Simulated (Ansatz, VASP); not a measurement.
# NaCa3S3Cl: VASP beside Ansatz

Aim: how closely do two programs agree when they are given the same cell, functional and k mesh? The cell is generated by rule, not measured, and may not be a known phase. The cell is taken from a series of runs on this material, whose earlier steps may have relaxed, scaled, displaced or heated it; both programs get it as it stands.

Method: plane waves, with VASP 6.6.1 beside it; relaxation of cell and atoms at LDA, in Ansatz 0.2.0.

The structure was built from a prototype and need not be the compound's stable phase.

## 1. The structure

It takes space group P4/mmm (No. 123, tetragonal). The conventional cell has a = 3.920 Å, b = 3.920 Å, c = 11.112 Å, α = 90.00°, β = 90.00°, γ = 90.00°. Nearest to Ca lie 5 S at 2.76 to 2.77 Å and 1 Cl at 2.80 Å. Nearest to Ca lie 6 S at 2.77 to 2.79 Å. Nearest to Cl lie 4 Na at 2.77 Å and 2 Ca at 2.80 Å. Na has 2 S at 2.76 Å and 4 Cl at 2.77 Å nearest. S has 1 Na at 2.76 Å and 5 Ca at 2.77 to 2.79 Å nearest. S has 6 Ca at 2.76 to 2.77 Å nearest. Farther neighbours and most contacts between anions are not listed.

## 2. Ansatz: relaxation of cell and atoms, LDA

Ansatz runs on its default PAW (the set named soft_2) files.

The relaxed volume is the usual yardstick between codes: in a stiff, nearly cubic crystal its relative difference is about their pressure difference at one cell divided by the bulk modulus.

input.yaml reads:

```yaml
crystal:
  lattice:
    - [2.7715755524, 2.7715755524, 0.0]
    - [-2.7715755524, 2.7715755524, 0.0]
    - [0.0, 0.0, 11.1115640225]
  atoms:
    - { symbol: Ca, position: [0.5, 0.5, 0.251596347] }
    - { symbol: Ca, position: [0.0, 0.0, 0.5] }
    - { symbol: Ca, position: [0.5, 0.5, 0.748403653] }
    - { symbol: Cl, position: [0.5, 0.5, 0.0] }
    - { symbol: Na, position: [0.0, 0.0, 0.0] }
    - { symbol: S, position: [0.0, 0.0, 0.2488032553] }
    - { symbol: S, position: [0.5, 0.5, 0.5] }
    - { symbol: S, position: [0.0, 0.0, 0.7511967447] }
kpoints:
  mp_grid: { grid: [8, 8, 2] }
hamiltonian:
  xc: lda
scf:
  occupations: { method: fixed }
output:
  forces: true
  stress: true
  eigenvalues: true
relax:
  adjacent_minimum: "off"
  f_tol: 0.001
  max_steps: 60
  cell: { stress_tol: 0.01 }
```

On the command line:

```bash
ansatz run input.yaml --threads 8 --pin off --max-ram 14336MiB --backend cpu --events-out ev --progress --plain --runs-dir out
```

Numbers of over 12 decimals in the logs are rounded to 6 here.

The log of the run:

```text
Engine: ansatz 0.2.0, aarch64-unknown-linux-gnu
Pseudopotentials: kind: paw
Pseudopotential: Ca, paw, valence charge 10, recommended cutoff 420 eV (normal), Ca.paw.azcp
Pseudopotential: Cl, paw, valence charge 7, recommended cutoff 420 eV (normal), Cl.paw.azcp
Pseudopotential: Na, paw, valence charge 9, recommended cutoff 420 eV (normal), Na.paw.azcp
Pseudopotential: S, paw, valence charge 6, recommended cutoff 420 eV (normal), S.paw.azcp
Functional definition: SPW92
  exchange = slater_x
  correlation = pw_c
Crystal: 8 atoms, lattice volume = 170.710 Å³
Basis set: ecut = 420 eV, 3341 PW (Γ)
Bands: 40, of which v1, the nominal top of the filled ones, is band 32 counted from 1 (31 counted from 0)
Symmetry: 16 space group operations
Space group: P4/mmm (ITA 123), of the structure as read, at distance tolerance 5.5e-5 Å
k-points: 30 of 128
Non-local potential: Ca, projectors of the file, l = 0: 3, l = 1: 2, l = 2: 2
Non-local potential: Cl, projectors of the file, l = 0: 2, l = 1: 2, l = 2: 2
Non-local potential: Na, projectors of the file, l = 0: 3, l = 1: 2, l = 2: 1
Non-local potential: S, projectors of the file, l = 0: 2, l = 1: 2, l = 2: 2
PAW form: soft (Blöchl's): semilocal exchange-correlation on the pseudo side does not see the compensation charge
PAW frozen core: Ca, regenerated for the run's functional, and the local potential with it (the file was generated under x = pbe(κ = 0.804, μ = 0.219515), c = pbe(β = 0.066725))
PAW frozen core: Cl, regenerated for the run's functional, and the local potential with it (the file was generated under x = pbe(κ = 0.804, μ = 0.219515), c = pbe(β = 0.066725))
PAW frozen core: Na, regenerated for the run's functional, and the local potential with it (the file was generated under x = pbe(κ = 0.804, μ = 0.219515), c = pbe(β = 0.066725))
PAW frozen core: S, regenerated for the run's functional, and the local potential with it (the file was generated under x = pbe(κ = 0.804, μ = 0.219515), c = pbe(β = 0.066725))
PAW one-centre angular grid: Ca, 110 points (default); XC on 64 Gauss nodes
PAW one-centre angular grid: Cl, 110 points (default); XC on 64 Gauss nodes
PAW one-centre angular grid: Na, 110 points (default); XC on 64 Gauss nodes
PAW one-centre angular grid: S, 110 points (default); XC on 64 Gauss nodes
Initial density: superposition of atomic densities (neutral atoms: chi_scale 0, normalization atom), corrected by the library's trained network
Initial wavefunctions: pseudopotential atomic-orbital guess
Functional: x = slater, c = lda
SCF iter   1: F=—  HF=-10454.260041 eV  |F-HF|=—  |Δ(HF+E_count)|=         —  Δρ=6.58e-3  dr2=6.93e-2  ethr=1.77e-3  ⟨swp⟩=5.2  Hψ=4791  notcnv=0  defer=165
preconditioner: auto → Resta (q_TF=auto, 2.317 Å⁻¹)  ε∞=4.0  [insulator: Δε(μ)=2.135 eV  Ē_g=9.360 eV  n_scr=32 (ndim 8)  ℏωp=16.1 eV  f_vac=0.000  ε∞_Penn≈4.0]
SCF iter   2: F=—  HF=-10454.240008 eV  |F-HF|=—  |Δ(HF+E_count)|=   2.00e-2  Δρ=3.27e-3  dr2=1.55e-2  ethr=1.08e-4  ⟨swp⟩=2.2  Hψ=2338  notcnv=0  defer=180
SCF iter   3: F=—  HF=-10454.235906 eV  |F-HF|=—  |Δ(HF+E_count)|=   4.10e-3  Δρ=6.68e-4  dr2=5.32e-4  ethr=2.42e-5  ⟨swp⟩=2.0  Hψ=1522  notcnv=0  defer=180
SCF iter   4: F=—  HF=-10454.235866 eV  |F-HF|=—  |Δ(HF+E_count)|=   4.05e-5  Δρ=1.10e-4  dr2=1.99e-5  ethr=8.31e-7  ⟨swp⟩=2.1  Hψ=1363  notcnv=0  defer=176
SCF iter   5: F=—  HF=-10454.235869 eV  |F-HF|=—  |Δ(HF+E_count)|=   3.83e-6  Δρ=3.71e-5  dr2=1.53e-6  ethr=3.11e-8  ⟨swp⟩=2.0  Hψ=2087  notcnv=0  defer=152
SCF iter   6: F=-10454.235870 eV  HF=-10454.235870 eV  |F-HF|=2.26e-8  |Δ(HF+E_count)|=   7.98e-7  Δρ=6.25e-6  dr2=7.74e-8  ethr=1.56e-10  ⟨swp⟩=16.4  Hψ=8732  notcnv=0
SCF 1 converged in 6 iterations: F = -10454.235870 eV  dr2 = 7.74e-8
  greatest PAW one-centre occupation: 0.999 electrons in one spin orbital (limit 2), on the Na atom at site 4 (counted from 0), in its partial waves of l = 0
relax step   1: F+E_penalty+E_count = -10454.23587026 eV  Δ(F+E_penalty+E_count) = +0.000e0 eV  max|allowed force component| = 9.214e-4 eV/Å  Δτ_max = 0.0000 Å  P = -0.000 GPa  Ω = 170.710 Å³  (6 SCF iters, dr2 threshold 1.00e-7 eV, accepted)
[...]
relax step   2: F+E_penalty+E_count = -10454.23587123 eV  Δ(F+E_penalty+E_count) = -9.690e-7 eV  max|allowed force component| = 1.019e-3 eV/Å  Δτ_max = 0.0003 Å  P = -0.001 GPa  Ω = 170.709 Å³  energy of the carried Pulay correction = +5.328e-8 eV  (5 SCF iters, dr2 threshold 3.33e-10 eV, accepted)
[...]
relax step   3: F+E_penalty+E_count = -10454.23587146 eV  Δ(F+E_penalty+E_count) = -2.309e-7 eV  max|allowed force component| = 2.264e-4 eV/Å  Δτ_max = 0.0002 Å  P = +0.000 GPa  Ω = 170.707 Å³  energy of the carried Pulay correction = +1.093e-7 eV  (4 SCF iters, dr2 threshold 6.49e-11 eV, accepted)
[...]
relax step   4: F+E_penalty+E_count = -10454.23587159 eV  Δ(F+E_penalty+E_count) = -1.266e-7 eV  max|allowed force component| = 2.266e-4 eV/Å  Δτ_max = 0.0000 Å  P = +0.000 GPa  Ω = 170.707 Å³  stress off target by 2.95e-4 GPa  SCF on the basis re-selected at this cell (its energy is not comparable with the rows above)  (4 SCF iters)
basis re-selected at this cell: Δ(F+E_penalty+E_count) = -1.266e-7 eV, ΔP = -0.000 GPa vs the last step (what re-selecting the basis moved, of the pressure what is left beyond the Pulay correction that the steps carried, after the strain that the cell walked since its last selection, with what the two solves' SCF thresholds leave and, on support functions, any second-order correction that the steps lacked; it is no m [...]
SCF converged after 4 iterations
Free energy (F): -10454.235872 eV
Harris-Foulkes:  -10454.235872 eV  (|F-HF|=1.82e-12)
Internal energy: -10454.235872 eV  (E = F + TS)
E sigma→0 (E₀):  -10454.235872 eV
Fermi energy:    5.734668 eV
--- Per-component energies (eV) ---
  E_band       = -599.208252
  E_kinetic    = 1446.492210
  E_local      = -3882.633602  (includes V_loc(G=0)·N_el)
  E_nonlocal   = 435.746180
  E_hartree    = 1303.912951
  E_xc         = -845.637350
  E_vxc        = -953.653614  (∫ρ·V_xc dr)
  E_paw        = -5025.401339  (= ΣΔE_a)
  E_vpaw       = -252.985461  (= ΣTr[D̂ρ^β])
  E_aug_tail   = 0.000076  (compensation charges beyond the density's cutoff)
  E_ewald      = -3888.355470
  E_core_change = 1.640472  (= ΣΔE_core)
  E_smearing   = -0.000000  (= −TS)
  E_closure    = -0.000000  (closes the sum)
  Σ components = -10454.235872   (vs F -10454.235872, Δ=0.00e0)
--- Forces (eV/Å), atoms counted from 1 ---
  atom   1  Ca    -0.00000000     0.00000000     0.00022663
  atom   2  Ca     0.00000000     0.00000000     0.00000000
  atom   3  Ca     0.00000000    -0.00000000    -0.00022663
  atom   4  Cl     0.00000000     0.00000000     0.00000000
  atom   5  Na     0.00000000     0.00000000     0.00000000
  atom   6  S      0.00000000    -0.00000000    -0.00007827
  atom   7  S     -0.00000000     0.00000000     0.00000000
  atom   8  S     -0.00000000     0.00000000     0.00007827
  max |Σ_I F_I| component: 1.23e-28 eV/Å
--- Stress (GPa, compression-positive) ---
        0.000295       0.000000      -0.000000
        0.000000       0.000295       0.000000
       -0.000000       0.000000       0.000234
  P = ⅓ Tr σ = 0.0003 GPa (0.003 kbar)
--- Band table (eV; the first three rows and the last of 30) ---
  k-point 0: bands = [... 28 lower, 5.4019, 5.4326, 5.7347, 5.7347, 7.9524, 8.5854, 9.2739, 9.5009, ... 4 higher]
  k-point 1: bands = [... 28 lower, 5.4491, 5.4491, 5.6866, 5.6866, 7.9800, 8.5020, 9.3521, 10.1612, ... 4 higher]
  k-point 2: bands = [... 28 lower, 5.2177, 5.2604, 5.3654, 5.5374, 8.4108, 8.9825, 9.5952, 9.7971, ... 4 higher]
  k-point 29: bands = [... 28 lower, 4.5797, 4.5889, 4.5889, 4.8520, 8.5461, 8.5461, 9.5719, 9.5719, ... 4 higher]
--- Relaxed structure (3 steps of the walk, 3 accepted, 1 SCFs on fresh bases) ---
  F+E_penalty+E_count = -10454.23587159 eV   max|allowed force component| = 2.266e-4 eV/Å   (the final SCF, on the basis selected at the relaxed cell)
  cell:  # Å, volume = 170.7073 Å³
    - [2.771421, 2.771421, 0]
    - [-2.771421, 2.771421, 0]
    - [0, 0, 11.112632]
  atoms:
    - { symbol: Ca, position: [0.5, 0.5, 0.251588] }
    - { symbol: Ca, position: [0, 0, 0.5] }
    - { symbol: Ca, position: [0.5, 0.5, 0.748412] }
    - { symbol: Cl, position: [0.5, 0.5, 0] }
    - { symbol: Na, position: [0, 0, 0] }
    - { symbol: S, position: [0, 0, 0.248792] }
    - { symbol: S, position: [0.5, 0.5, 0.5] }
    - { symbol: S, position: [0, 0, 0.751208] }
```

The column dr2 measures how far the density is from self-consistency, as an energy; F and HF (Harris–Foulkes) agree once it is small.

## 3. VASP: relaxation of cell and atoms, LDA

The same cell, functional (in two slightly different forms) and mesh now go to VASP, with its own data sets.

Lines of VASP's logs that name or quote its potential files are left out, and so is its time.

INCAR reads:

```
SYSTEM = NaCa3S3Cl
PREC = Accurate
ENCUT = 500
EDIFF = 1E-07
NELM = 120
ISMEAR = 0
SIGMA = 0.01
LREAL = .FALSE.
ALGO = Normal
GGA = CA
NBANDS = 39
LORBIT = 11
LWAVE = .FALSE.
LCHARG = .FALSE.
ISIF = 3
IBRION = 2
NSW = 80
EDIFFG = -0.005
LASPH = .TRUE.
GGA_COMPAT = .FALSE.
NELMIN = 4
EFERMI = MIDGAP
KPAR = 2
```

POSCAR reads:

```
NaCa3S3Cl
1.0
    2.7715760000      2.7715760000      0.0000000000
   -2.7715760000      2.7715760000      0.0000000000
    0.0000000000      0.0000000000     11.1115640000
Ca Cl Na S
3 1 1 3
Direct
    0.5000000000      0.5000000000      0.2515963549
    0.0000000000      0.0000000000      0.5000000000
    0.5000000000      0.5000000000      0.7484036451
    0.5000000000      0.5000000000      0.0000000000
    0.0000000000      0.0000000000      0.0000000000
    0.0000000000      0.0000000000      0.2488032288
    0.5000000000      0.5000000000      0.5000000000
    0.0000000000      0.0000000000      0.7511967712
```

KPOINTS reads:

```
Automatic mesh
0
Gamma
8 8 2
0 0 0
```

The projector-augmented-wave data sets are Ca_sv, Cl, Na_pv and S (LDA family, release 64).

On the command line:

```bash
mpirun -np 2 vasp_std
```

The log of the run:

```text
[banner, memory and clock lines left out]
running    2 mpi-ranks, on    1 nodes
 distrk:  each k-point on    1 cores,    2 groups
 distr:  one band on    1 cores,    1 groups

 POSCAR found type information on POSCAR CaClNaS
 POSCAR found :  4 types and       8 ions
 LDA part: xc-table for (Slater(with rela. corr.)+CA(PZ))
 , standard interpolation
 POSCAR, INCAR and KPOINTS ok, starting setup
 FFT: planning ... GRIDC
 FFT: planning ... GRID_SOFT
 FFT: planning ... GRID
 WAVECAR not read
 entering main loop
       N       E                     dE             d eps       ncg     rms          rms(c)
DAV:   1     0.607136744561E+03    0.60714E+03   -0.29354E+04  2492   0.150E+03
DAV:   2     0.132155234590E+02   -0.59392E+03   -0.57568E+03  2652   0.423E+02
DAV:   3    -0.397373419033E+02   -0.52953E+02   -0.52149E+02  3379   0.114E+02
DAV:   4    -0.426656170493E+02   -0.29283E+01   -0.29230E+01  3624   0.253E+01
DAV:   5    -0.428142817946E+02   -0.14866E+00   -0.14861E+00  3857   0.456E+00    0.936E+00
DAV:   6    -0.417095315346E+02    0.11048E+01   -0.26254E+00  2809   0.550E+00    0.647E+00
DAV:   7    -0.415221822979E+02    0.18735E+00   -0.89718E-01  3256   0.388E+00    0.278E+00
DAV:   8    -0.414955700701E+02    0.26612E-01   -0.15852E-01  3048   0.186E+00    0.482E-01
DAV:   9    -0.414936615808E+02    0.19085E-02   -0.14822E-02  3281   0.554E-01    0.308E-01
DAV:  10    -0.414925088632E+02    0.11527E-02   -0.22585E-03  3512   0.209E-01    0.118E-01
DAV:  11    -0.414919229823E+02    0.58588E-03   -0.93759E-04  3241   0.151E-01    0.766E-02
DAV:  12    -0.414918401613E+02    0.82821E-04   -0.56329E-04  3264   0.956E-02    0.314E-02
DAV:  13    -0.414918385850E+02    0.15763E-05   -0.85904E-05  3657   0.363E-02    0.172E-02
DAV:  14    -0.414918381689E+02    0.41610E-06   -0.59205E-06  3440   0.890E-03    0.846E-03
DAV:  15    -0.414918382218E+02   -0.52984E-07   -0.13327E-06  2777   0.489E-03    0.283E-03
DAV:  16    -0.414918381472E+02    0.74620E-07   -0.47824E-07  2657   0.280E-03
   1 F= -.41491838E+02 E0= -.41491838E+02  d E =-.414918E+02
 curvature:   0.00 expect dE= 0.000E+00 dE for cont linesearch  0.000E+00
 trial: gam= 0.00000 g(F)=  0.162E-04 g(S)=  0.710E-03 ort = 0.000E+00 (trialstep = 0.100E+01)
 search vector abs. value=  0.727E-03
 bond charge predicted
       N       E                     dE             d eps       ncg     rms          rms(c)
DAV:   1    -0.414963646566E+02   -0.45264E-02   -0.12440E-01  2835   0.253E+00    0.421E-01
DAV:   2    -0.414931792489E+02    0.31854E-02   -0.98102E-03  3136   0.563E-01    0.200E-01
DAV:   3    -0.414921207975E+02    0.10585E-02   -0.26704E-03  3092   0.318E-01    0.749E-02
DAV:   4    -0.414921407058E+02   -0.19908E-04   -0.54231E-04  3634   0.638E-02    0.391E-02
DAV:   5    -0.414921575493E+02   -0.16844E-04   -0.11221E-04  3323   0.349E-02    0.189E-02
DAV:   6    -0.414921579974E+02   -0.44806E-06   -0.26346E-05  3633   0.151E-02    0.333E-03
DAV:   7    -0.414921576386E+02    0.35875E-06   -0.21516E-06  3347   0.766E-03    0.164E-03
DAV:   8    -0.414921576303E+02    0.83110E-08   -0.16101E-07  2168   0.163E-03
   2 F= -.41492158E+02 E0= -.41492158E+02  d E =-.319483E-03
 trial-energy change:   -0.000319  1 .order   -0.000312   -0.000727    0.000102
 step:   0.8822(harm=  0.8767)  dis= 0.00052  next Energy=   -41.492164 (dE=-0.325E-03)
 reached required accuracy - stopping structural energy minimisation
```

(Continued in part 2 of 2.)

[Lines on the potential files, build, host, timing and source positions are cut from VASP's logs without a mark.]

[Logs are printed without paths, hosts, clocks, repeated set-up lines and the standing remarks that a program may print on its own settings, such as how far it seeks lower states.]

[Hosts, paths, dates, database ids (printed as entryN), source tags and the programs' standing remarks are cut or masked in the printed files.]
